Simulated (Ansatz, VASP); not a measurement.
# Rh (Rh wire along [100], 12 atoms a period) in two plane-wave programs, part 2 of 2

One calculation is typed for both programs; each brings its own data sets. How far apart do they land? Of the first pair: The structure shown is the start of the Ansatz relaxation below; VASP solves that cell, so the two are compared at the walk's first step.

VASP 6.6.1 and Ansatz 0.2.0.

So far: Set-up; Ansatz: relaxation, PBE; VASP: single point, PBE, start cell, pair 1.

## (4) Side by side

Known differences besides the potentials themselves: the data sets hold 204 valence electrons in Ansatz (on its PAW soft_1 files) and 180 in VASP; the cutoff is 420 eV in Ansatz and 400 eV in VASP. Total energies have different zeros and are not compared.

Forces on 7 of the 12 atoms, those with the largest forces and the largest differences (eV/Å; atoms numbered as in POSCAR):

| atom | Ansatz x, y, z | VASP x, y, z |
| --- | --- | --- |
| Rh1 | 1.106, -0.902, 0.000 | 1.104, -0.900, 0.000 |
| Rh3 | 0.902, -1.106, 0.000 | 0.900, -1.104, 0.000 |
| Rh4 | -0.902, 1.106, 0.000 | -0.900, 1.104, 0.000 |
| Rh6 | -1.106, 0.902, 0.000 | -1.104, 0.900, 0.000 |
| Rh7 | 1.106, 0.902, 0.000 | 1.104, 0.900, 0.000 |
| Rh8 | 0.902, 1.106, 0.000 | 0.900, 1.104, 0.000 |
| Rh11 | -0.902, -1.106, 0.000 | -0.900, -1.104, 0.000 |

The forces differ by 1.2 meV/Å r.m.s., which is 0.2 % of the r.m.s. force of 0.690 eV/Å (both taken over all components).

## (5) Ansatz: relaxation, PBE

This run makes the geometry at which the two programs are then compared. The cell compared in this pair holds 573.21 Å³, against 602.75 Å³ for the pair before.

The structure compared here is the end of the Ansatz relaxation.

This is the run of step 2 again, met here at its other cell.

## (6) VASP: single point, PBE, cell relaxed in part, pair 2

The same cell, functional, mesh and smearing now go to VASP, with its own data sets.

File INCAR:

```
SYSTEM = Rh
PREC = Accurate
ENCUT = 500
EDIFF = 1E-06
NELM = 120
ISMEAR = -1
SIGMA = 0.05
LREAL = .FALSE.
ALGO = Normal
GGA = PE
NBANDS = 111
LASPH = .TRUE.
LORBIT = 11
LWAVE = .FALSE.
LCHARG = .FALSE.
ISIF = 2
GGA_COMPAT = .FALSE.
KPAR = 2
```

File POSCAR:

```
Rh
1.0
   12.5450000000      0.0000000000      0.0000000000
    0.0000000000     12.5450000000      0.0000000000
    0.0000000000      0.0000000000      3.6422788041
Rh
12
Direct
    0.2753146162      0.5719741577      0.0000000000
    0.4215457032      0.4215457032      0.0000000000
    0.4280258423      0.7246853838      0.0000000000
    0.5719741577      0.2753146162      0.0000000000
    0.5784542968      0.5784542968      0.0000000000
    0.7246853838      0.4280258423      0.0000000000
    0.2753146162      0.4280258423      0.5000000000
    0.4280258423      0.2753146162      0.5000000000
    0.4215457032      0.5784542968      0.5000000000
    0.5784542968      0.4215457032      0.5000000000
    0.5719741577      0.7246853838      0.5000000000
    0.7246853838      0.5719741577      0.5000000000
```

File KPOINTS:

```
Automatic mesh
0
Gamma
1 1 21
0 0 0
```

Potentials, in the order of the species: Rh_pv (PBE family, release 64).

Launch:

```bash
$ mpirun -np 2 vasp_std
```

Numbers of over 12 decimals in the logs are rounded to 6 here.

What it wrote:

```text
[... set-up lines as in an earlier step ...]
 entering main loop
       N       E                     dE             d eps       ncg     rms          rms(c)
DAV:   1     0.166671967344E+04    0.16667E+04   -0.11027E+05  3202   0.146E+03
DAV:   2    -0.222998790839E+02   -0.16890E+04   -0.16389E+04  2670   0.428E+02
DAV:   3    -0.763412496148E+02   -0.54041E+02   -0.50016E+02  2742   0.756E+01
DAV:   4    -0.776017508978E+02   -0.12605E+01   -0.12466E+01  2716   0.104E+01
[...]
DAV:  19    -0.720469491204E+02   -0.34422E-04   -0.45013E-06  1816   0.630E-03    0.203E-03
DAV:  20    -0.720469509909E+02   -0.18705E-05   -0.28559E-07  1541   0.172E-03    0.143E-03
DAV:  21    -0.720469513448E+02   -0.35390E-06   -0.98968E-08  1420   0.710E-04
   1 F= -.72046951E+02 E0= -.71922272E+02  d E =-.249359E+00
```

Parts of OUTCAR (step 6):

```text
  Total       -0.0954529     -0.0954529     -0.0485583     -0.0000000      0.0000000      0.0000000
  in kB       -0.2667995     -0.2667995     -0.1357248     -0.0000000      0.0000000      0.0000000
  external PRESSURE =      -0.2231079 kB  Pullay stress =       0.0000000 kB

 POSITION                                       TOTAL-FORCE (eV/Angst)
 -----------------------------------------------------------------------------------
      3.45382      7.17542      0.00000         0.000984      0.002218      0.000000
      5.28829      5.28829      0.00000         0.003170      0.003170      0.000000
      5.36958      9.09118      0.00000        -0.002218     -0.000984     -0.000000
      7.17542      3.45382      0.00000         0.002218      0.000984     -0.000000
      7.25671      7.25671      0.00000        -0.003170     -0.003170     -0.000000
      9.09118      5.36958      0.00000        -0.000984     -0.002218     -0.000000
      3.45382      5.36958      1.82114         0.000984     -0.002218     -0.000000
      5.36958      3.45382      1.82114        -0.002218      0.000984     -0.000000
      5.28829      7.25671      1.82114         0.003170     -0.003170     -0.000000
      7.25671      5.28829      1.82114        -0.003170      0.003170      0.000000
      7.17542      9.09118      1.82114         0.002218     -0.000984     -0.000000
      9.09118      7.17542      1.82114        -0.000984      0.002218     -0.000000
 -----------------------------------------------------------------------------------
    total drift:                                0.000000      0.000000      0.000000

  FREE ENERGIE OF THE ION-ELECTRON SYSTEM (eV)
  ---------------------------------------------------
  free  energy   TOTEN  =       -72.0469513448 eV

  energy  without entropy=      -71.7975920065  energy(sigma->0) =      -71.92227168

[... 1 part as in an earlier step ...]

[... 2 further parts left out ...]
[key lines of the parts left out:]
E-fermi :   0.2371
```

## (7) Side by side

What differs besides the data sets and the points named for the pairs above, as far as they apply: the data sets hold 204 valence electrons in Ansatz (on its PAW soft_1 files) and 180 in VASP; the cutoff is 420 eV in Ansatz and 500 eV in VASP; Ansatz's pressure holds a Pulay correction, VASP's none. Total energies have different zeros and are not compared.

Both answers:

| quantity | Ansatz | VASP | difference |
| --- | --- | --- | --- |
| pressure (GPa) | -0.01 | -0.02 | +0.01 |

The largest component of a force difference here is 4 meV/Å.

## (8) What came out

```
r.m.s. force difference (single point, PBE, start cell, pair 1)          : 0.18 % of the r.m.s. force
difference in pressure (single point, PBE, cell relaxed in part, pair 2) : 0.0079 GPa
```

In words: The r.m.s. force difference is 0.18 % of the r.m.s. force (single point, PBE, start cell, pair 1), within the 3 % picked in this series as the mark of a large difference. The data sets hold unlike numbers of valence electrons (204 in Ansatz and 180 in VASP), so part of the differences may come from the potentials. How closely two codes agree says nothing of how well the functional describes the real material.

[Lines on the potential files, build, host, timing and source positions are cut from VASP's logs without a mark.]

[Logs are printed without paths, hosts, clocks, repeated set-up lines and the standing remarks that a program may print on its own settings, such as how far it seeks lower states.]

[Hosts, paths, dates, database ids (printed as entryN), source tags and the programs' standing remarks are cut or masked in the printed files.]
